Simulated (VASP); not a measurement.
# SrSn3Pd: Sr into a neighbouring Sr vacancy, part 2 of 4

Wanted: the minimum-energy path in SrSn3Pd for this move: Sr into a neighbouring Sr vacancy. The start is a cell from a database of measured crystal structures.

VASP 6.6.1; PBEsol; plane waves and PAW (Sn, Pd, Sr_sv).

So far. Step 2 (Relax the host): The run ended after 10 ionic steps, 0.005 eV below its first step, once forces and stress met EDIFFG = -0.02.

### 3. Relax the start

System of this step: Sr3Sn12Pd4. The cell holds 19 atoms: 12 Sn, 4 Pd and 3 Sr. Its edges and angles: a = 11.250 Å, b = 6.754 Å, c = 13.122 Å, α = 90.0°, β = 149.0°, γ = 90.0°. It derives from SrSn3Pd. Nearest the centre at fractional (0.998, 0.000, 0.250): Sn7 at 1.70 Å, Sn11 at 1.73 Å, Pd13 at 2.09 Å, Sn2 at 2.50 Å, Sr17 at 3.29 Å, Sn6 at 3.77 Å, Sn10 at 3.78 Å, Pd16 at 3.96 Å.

A path needs two true minima; the start is relaxed with symmetry off.

Contents of INCAR:

```
SYSTEM = Sr3Sn12Pd4
PREC = Normal
ENCUT = 280
EDIFF = 1E-05
NELM = 120
ISMEAR = 1
SIGMA = 0.15
LREAL = Auto
ALGO = Fast
GGA = PS
NBANDS = 78
LORBIT = 11
LWAVE = .FALSE.
LCHARG = .FALSE.
KPAR = 3
IBRION = 2
NSW = 60
ISIF = 2
EDIFFG = -0.05
POTIM = 0.4
MAXMIX = 40
ISYM = 0
```

Contents of POSCAR:

```
Sr3Sn12Pd4
1.0
    0.0000000000      0.0000000000     11.2502001896
    4.7756127400     -4.7756127400      0.0000000000
    4.7756127400      4.7756127400    -11.2502001896
Sn Pd Sr
12 4 3
Direct
    0.4144666538     -0.0009968018      0.0024440892
    0.4113956871     -0.0046245649      0.4991670150
    0.9121757286      0.4976587898      0.0000924800
    0.9130824689      0.5005563899      0.5006754206
    0.4925102965      0.2487990146      0.2481167568
    0.4960678559      0.2511707903      0.7513371443
    0.9930892523      0.7489012589      0.2478241521
    0.9991729545      0.7467131616      0.7521326288
    0.4853072853      0.7482784424      0.2403673602
    0.4952002763      0.7486685826      0.7495633075
    0.9966854945      0.2567632358      0.2521061548
    1.0020610687      0.2529233288      0.7556316849
    0.6369668845      0.0023747085     -0.0045273385
    0.6376401411      0.0027983135      0.4976582315
    0.1388926731      0.5018274261     -0.0021291410
    0.1405709105      0.5001254222      0.5002744554
    1.0015468620     -0.0006227869      0.5031093707
    0.4967943796      0.4967545892     -0.0001812918
    0.4990894399      0.5040852308      0.4995966449
```

Contents of KPOINTS:

```
Automatic mesh
0
Gamma
3 3 3
0 0 0
```

Potentials, in the order of the species: Sn, Pd and Sr_sv (PBE family, release 64).

Launch:

```
$ mpirun -np 3 vasp_std
```

The program printed:

```text
[banner, memory and clock lines left out]
running    3 mpi-ranks, on    1 nodes
 distrk:  each k-point on    1 cores,    3 groups
 distr:  one band on    1 cores,    1 groups

 POSCAR found type information on POSCAR SnPdSr
 POSCAR found :  3 types and      19 ions
 [... a notice as in an earlier step ...]

 LDA part: xc-table for (Slater+PW92), standard interpolation
 POSCAR, INCAR and KPOINTS ok, starting setup
 FFT: planning ... GRIDC
 FFT: planning ... GRID_SOFT
 FFT: planning ... GRID
 WAVECAR not read
 entering main loop
       N       E                     dE             d eps       ncg     rms          rms(c)
DAV:   1     0.445035350257E+03    0.44504E+03   -0.34766E+04  2296   0.790E+02
DAV:   2    -0.507636496011E+02   -0.49580E+03   -0.47394E+03  2518   0.200E+02
DAV:   3    -0.894826784354E+02   -0.38719E+02   -0.37931E+02  2920   0.476E+01
DAV:   4    -0.915106587934E+02   -0.20280E+01   -0.20180E+01  3776   0.101E+01
DAV:   5    -0.915778559024E+02   -0.67197E-01   -0.67167E-01  3200   0.148E+00    0.285E+01
RMM:   6    -0.903588328854E+02    0.12190E+01   -0.44406E+00  2184   0.666E+00    0.153E+01
RMM:   7    -0.900529317152E+02    0.30590E+00   -0.28998E+00  2227   0.470E+00    0.639E+00
RMM:   8    -0.896984334986E+02    0.35450E+00   -0.13004E+00  2229   0.377E+00    0.693E-01
RMM:   9    -0.897098697067E+02   -0.11436E-01   -0.14642E-01  3000   0.776E-01    0.499E-01
RMM:  10    -0.897109385635E+02   -0.10689E-02   -0.27714E-02  3353   0.376E-01    0.330E-01
RMM:  11    -0.897113654460E+02   -0.42688E-03   -0.79426E-03  2969   0.244E-01    0.144E-01
RMM:  12    -0.897120535351E+02   -0.68809E-03   -0.40673E-03  3343   0.141E-01    0.726E-02
RMM:  13    -0.897122933197E+02   -0.23978E-03   -0.19567E-03  3339   0.860E-02    0.460E-02
RMM:  14    -0.897124675337E+02   -0.17421E-03   -0.83518E-04  3240   0.599E-02    0.283E-02
RMM:  15    -0.897125655107E+02   -0.97977E-04   -0.44172E-04  3208   0.444E-02    0.160E-02
WARNING in EDDRMM: call to ZHEGV failed, returncode =   6  3     22
RMM:  16    -0.897126090513E+02   -0.43541E-04   -0.24035E-04  2969   0.315E-02    0.978E-03
RMM:  17    -0.897126286209E+02   -0.19570E-04   -0.11806E-04  2614   0.227E-02    0.455E-03
RMM:  18    -0.897126344071E+02   -0.57863E-05   -0.54353E-05  2222   0.162E-02
   1 F= -.89712634E+02 E0= -.89711849E+02  d E =-.897126E+02
 curvature:   0.00 expect dE= 0.000E+00 dE for cont linesearch  0.000E+00
 trial: gam= 0.00000 g(F)=  0.808E-01 g(S)=  0.000E+00 ort = 0.000E+00 (trialstep = 0.100E+01)
 search vector abs. value=  0.808E-01
 bond charge predicted
       N       E                     dE             d eps       ncg     rms          rms(c)
DAV:   1    -0.897659020884E+02   -0.53273E-01   -0.45736E+00  2464   0.546E+00    0.399E-01
RMM:   2    -0.897733740323E+02   -0.74719E-02   -0.94724E-02  2184   0.104E+00    0.198E-01
RMM:   3    -0.897762261485E+02   -0.28521E-02   -0.30313E-02  3018   0.491E-01    0.146E-01
RMM:   4    -0.897761104634E+02    0.11569E-03   -0.25813E-03  3038   0.143E-01    0.102E-01
RMM:   5    -0.897759721684E+02    0.13829E-03   -0.75142E-04  3039   0.800E-02    0.251E-02
RMM:   6    -0.897759940374E+02   -0.21869E-04   -0.21865E-04  3260   0.412E-02    0.130E-02
WARNING in EDDRMM: call to ZHEGV failed, returncode =   6  3     16
RMM:   7    -0.897759959795E+02   -0.19421E-05   -0.81111E-05  2682   0.209E-02
   2 F= -.89775996E+02 E0= -.89775620E+02  d E =-.633616E-01
[...]
3 F= -.89804374E+02 E0= -.89804509E+02  d E =-.917398E-01
[...]
4 F= -.89817355E+02 E0= -.89817808E+02  d E =-.129812E-01
[...]
WARNING in EDDRMM: call to ZHEGV failed, returncode =   6  3     61
[...]
5 F= -.89827143E+02 E0= -.89828173E+02  d E =-.227690E-01
[...]
6 F= -.89830068E+02 E0= -.89831319E+02  d E =-.292509E-02
 trial-energy change:   -0.002925  1 .order   -0.002930   -0.004342   -0.001519
 step:   2.6305(harm=  2.6305)  dis= 0.01480  next Energy=   -89.830482 (dE=-0.334E-02)
 bond charge predicted
       N       E                     dE             d eps       ncg     rms          rms(c)
DAV:   1    -0.898301780610E+02   -0.11447E-03   -0.12766E-01  2456   0.100E+00    0.114E-01
RMM:   2    -0.898304579984E+02   -0.27994E-03   -0.30350E-03  2221   0.192E-01    0.820E-02
RMM:   3    -0.898304889621E+02   -0.30964E-04   -0.77165E-04  3211   0.842E-02    0.642E-02
RMM:   4    -0.898304898321E+02   -0.86998E-06   -0.10905E-04  2790   0.279E-02    0.627E-02
RMM:   5    -0.898304703152E+02    0.19517E-04   -0.29469E-05  1564   0.140E-02    0.553E-02
RMM:   6    -0.898304613793E+02    0.89359E-05   -0.14907E-05  1414   0.100E-02
   7 F= -.89830461E+02 E0= -.89831828E+02  d E =-.331820E-02
 curvature:  -1.61 expect dE=-0.945E-03 dE for cont linesearch -0.335E-07
 trial: gam= 0.23461 g(F)=  0.585E-03 g(S)=  0.000E+00 ort =-0.804E-05 (trialstep = 0.189E+01)
 search vector abs. value=  0.753E-03
 reached required accuracy - stopping structural energy minimisation
```

Wall time 11 min (3 MPI ranks of AMD EPYC 7R43, shared host); peak memory 1.1 GiB.

From OUTCAR (step 3):

```text
 Found     14 irreducible k-points:

   k-points           NKPTS =     14   k-points in BZ     NKDIM =     14   number of bands    NBANDS=     78

   dimension x,y,z NGX =    48 NGY =   28 NGZ =   54
   dimension x,y,z NGXF=    96 NGYF=   56 NGZF=  108

   ENCUT  =  280.0 eV  20.58 Ry    4.54 a.u.  15.35  9.21 17.90*2*pi/ulx,y,z

   NELECT =     118.0000    total number of electrons

 E-fermi :   4.7540

 k-point     1 :       0.0000    0.0000    0.0000
  band No.  band energies     occupation
    ...
     53       2.8806      2.00000
     54       3.0839      2.00000
     55       3.0843      2.00000
     56       3.4071      2.00000
     57       3.4076      2.00000
     58       4.8345      0.22092
     59       5.3925     -0.00000
     60       5.3943     -0.00000
     61       5.7719     -0.00000
     62       5.9718     -0.00000
    ...

 k-point     2 :       0.3333    0.0000    0.0000
  band No.  band energies     occupation
    ...
     56       4.1634      2.00000
     57       4.1823      2.00000
     58       4.4906      2.03234
     59       4.6287      1.99712
     60       4.7771      0.74351
     61       4.9464     -0.06996
     62       5.4598     -0.00000
     63       6.1397     -0.00000
     64       6.2374     -0.00000
     65       6.4041     -0.00000
    ...

  Total       -0.1793401     -0.2339227     -1.7324801     -0.0090585     -0.0931920     -0.0020620
  in kB       -0.5599375     -0.7303559     -5.4091669     -0.0282827     -0.2909650     -0.0064379
  external PRESSURE =      -2.2331534 kB  Pullay stress =       0.0000000 kB

  energy-cutoff  :      280.00
  volume of cell :      513.15
      direct lattice vectors                 reciprocal lattice vectors
     0.000000000  0.000000000 11.250200190     0.104698607  0.104698607  0.088887307
     4.775612740 -4.775612740  0.000000000     0.104698607 -0.104698607  0.000000000
     4.775612740  4.775612740-11.250200190     0.104698607  0.104698607  0.000000000

 POSITION                                       TOTAL-FORCE (eV/Angst)
 -----------------------------------------------------------------------------------
      4.77956     -4.76455      4.61587         0.001167     -0.011255     -0.000884
      7.15708     -2.39370     -0.95412        -0.007023      0.010289      0.002047
      7.15565      2.39426     -0.95085         0.008709     -0.015362     -0.035552
      4.76928     -0.00393      4.60709         0.008648      0.000019      0.018543
      2.36535     -0.00510      2.72081        -0.001057     -0.012505     -0.010646
      4.76966      2.39163     -2.82963         0.030964      0.019168     -0.005556
      4.77413     -2.40554      8.41384        -0.003221     -0.018679      0.024869
      7.18186     -0.00419      2.73209        -0.014062     -0.023821     -0.010109
      4.77468     -2.41638      2.71853        -0.021361      0.024376     -0.007606
      7.18194     -0.00011     -2.83037        -0.008455      0.005763      0.012906
      2.37942      0.00304      8.41402        -0.009537     -0.028041      0.007723
      4.76856      2.40988      2.72925         0.030024     -0.013924     -0.004986
      4.77934      4.76459     -4.07234        -0.003939      0.015293      0.018396
      2.38640      2.38367      1.61236         0.001343      0.014694      0.017934
      7.15723      2.37643     -9.63559        -0.003678      0.034119      0.017590
      4.78085     -0.00859     -4.04578         0.004007      0.021455      0.009222
      7.17125     -2.37831      5.59953        -0.012667     -0.009288     -0.011232
      7.15572      2.39315     -5.65672         0.001795     -0.017242      0.003084
      4.77800     -0.00312     -0.03135        -0.001657      0.004942     -0.045743
 -----------------------------------------------------------------------------------
    total drift:                                0.016628      0.014868      0.005862

  FREE ENERGIE OF THE ION-ELECTRON SYSTEM (eV)
  ---------------------------------------------------
  free  energy   TOTEN  =       -89.8304613793 eV

  energy  without entropy=      -89.8345622104  energy(sigma->0) =      -89.83182832

 total charge
# of ion       s       p       d       tot
------------------------------------------
    1        1.426   1.709   0.143   3.278
    2        1.448   1.580   0.131   3.159
    3        1.448   1.576   0.130   3.154
    4        1.422   1.695   0.129   3.247
    5        1.451   1.573   0.156   3.181
    6        1.441   1.577   0.143   3.161
    7        1.441   1.574   0.142   3.158
    8        1.451   1.577   0.156   3.184
    9        1.451   1.574   0.157   3.182
   10        1.441   1.574   0.142   3.157
   11        1.441   1.577   0.143   3.161
   12        1.451   1.574   0.156   3.182
   13        0.492   0.503   8.572   9.568
   14        0.504   0.521   8.582   9.607
   15        0.504   0.520   8.581   9.605
   16        0.487   0.502   8.550   9.539
   17        2.005   5.712   0.207   7.924
   18        2.005   5.712   0.207   7.924
   19        2.005   5.713   0.209   7.927
--------------------------------------------------
tot         25.313  38.346  36.638 100.297

[... 1 part as in an earlier step ...]

[... 7 further parts left out ...]
```

Relaxation path:

```csv
step,energy less that of the first step (eV),largest force (eV/Å)
1,0.0000,0.5917
2,-0.0634,0.3322
3,-0.0917,0.2403
4,-0.1047,0.1641
5,-0.1145,0.1289
6,-0.1174,0.0556
7,-0.1178,0.0460
```

The atoms that moved most (Å):

```csv
atom,dx,dy,dz,length
Sn11,-0.051,0.025,0.037,0.068
Sn9,0.053,0.009,-0.037,0.066
Sn12,-0.048,0.009,-0.043,0.065
Sn8,0.024,-0.030,-0.047,0.061
Pd13,0.014,0.022,-0.039,0.047
Sn6,-0.018,0.003,0.042,0.046
Sn2,0.020,-0.024,0.033,0.046
Pd14,-0.004,0.020,0.038,0.043
```

The relaxed structure:

```cif
data_structure
_symmetry_space_group_name_H-M 'P 1'
_symmetry_Int_Tables_number 1
_cell_length_a 11.2502
_cell_length_b 6.7537
_cell_length_c 13.1217
_cell_angle_alpha 90.000
_cell_angle_beta 149.023
_cell_angle_gamma 90.000
_cell_volume 513.15
loop_
_atom_site_label
_atom_site_type_symbol
_atom_site_fract_x
_atom_site_fract_y
_atom_site_fract_z
_atom_site_occupancy
Sn1 Sn 0.41186 0.99926 0.00157 1
Sn2 Sn 0.41391 0.99995 0.49872 1
Sn3 Sn 0.91534 0.49851 0.99986 1
Sn4 Sn 0.90844 0.49975 0.49893 1
Sn5 Sn 0.48896 0.24818 0.24712 1
Sn6 Sn 0.49826 0.24898 0.74978 1
Sn7 Sn 0.99587 0.75170 0.24799 1
Sn8 Sn 0.99434 0.75237 0.75149 1
Sn9 Sn 0.48855 0.75289 0.24691 1
Sn10 Sn 0.50034 0.75195 0.75193 1
Sn11 Sn 0.99734 0.24880 0.24944 1
Sn12 Sn 0.99417 0.24695 0.75157 1
Pd13 Pd 0.63726 0.00154 0.99924 1
Pd14 Pd 0.64274 0.00029 0.49942 1
Pd15 Pd 0.14168 0.50054 0.99816 1
Pd16 Pd 0.14003 0.50145 0.49965 1
Sr17 Sr 0.99954 0.99983 0.50181 1
Sr18 Sr 0.49694 0.49864 0.99975 1
Sr19 Sr 0.49714 0.50058 0.49992 1
```

This step gave:

```
electronic cycles       : 64
electrons               : 118
free energy (TOTEN)     : -89.8305 eV
energy at zero smearing : -89.8318 eV
Fermi energy            : 4.754 eV
```

The run ended after 7 ionic steps, 0.118 eV below its first step, once the forces on the free atoms met EDIFFG = -0.05.

(Continued in part 3 of 4.)

[Lines on the potential files, build, host, timing and source positions are cut from VASP's logs without a mark.]

[Logs are printed without paths, hosts, clocks, repeated set-up lines and the standing remarks that a program may print on its own settings, such as how far it seeks lower states.]

[Hosts, paths, dates, database ids (printed as entryN), source tags and the programs' standing remarks are cut or masked in the printed files.]

[Runs that stopped without an error message from VASP are left out.]
